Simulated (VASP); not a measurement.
Data:

```yaml
crystal:
  lattice:
    - [3.18309, 0.00000, 0.00000]
    - [0.00000, 3.18309, 0.00000]
    - [0.00000, 0.00000, 3.18309]
  atoms:
    - { symbol: Zn, position: [0.50000, 0.50000, 0.50000] }
    - { symbol: Au, position: [0.00000, 0.00000, 0.00000] }
```

Method: PBE GGA with spin-orbit coupling, VASP's PBE PAW potentials (set 64) (plane waves; VASP 6.6.1). Settings: 400 eV cut-off, 10×10×10 Γ-centred mesh, Gaussian smearing of 0.050 eV, potentials Zn Au.

Problem. Give the energies of bands 15 to 28 at the high-symmetry points, in eV from the Fermi level.

Solution. 
| band | Γ | X | M | R |
|---|---|---|---|---|
| 15 | -5.61 | -5.38 | -4.03 | -5.86 |
| 16 | -5.61 | -5.38 | -4.03 | -5.86 |
| 17 | -3.83 | -5.28 | -4.03 | -3.06 |
| 18 | -3.83 | -5.28 | -4.03 | -3.06 |
| 19 | -3.83 | -4.50 | -2.96 | -3.06 |
| 20 | -3.83 | -4.50 | -2.96 | -3.06 |
| 21 | -3.11 | -3.62 | -2.20 | 1.27 |
| 22 | -3.11 | -3.62 | -2.20 | 1.27 |
| 23 | 4.12 | -2.28 | -1.63 | 2.60 |
| 24 | 4.12 | -2.28 | -1.63 | 2.60 |
| 25 | 5.25 | 9.86 | 0.69 | 3.33 |
| 26 | 5.25 | 9.86 | 0.69 | 3.33 |
| 27 | 5.25 | 10.33 | 2.30 | 4.16 |
| 28 | 5.25 | 10.33 | 2.30 | 4.16 |

It has no gap at this level: it comes out as a metal or semimetal.

The compound is AuZn in the CsCl type structure. It was relaxed first.
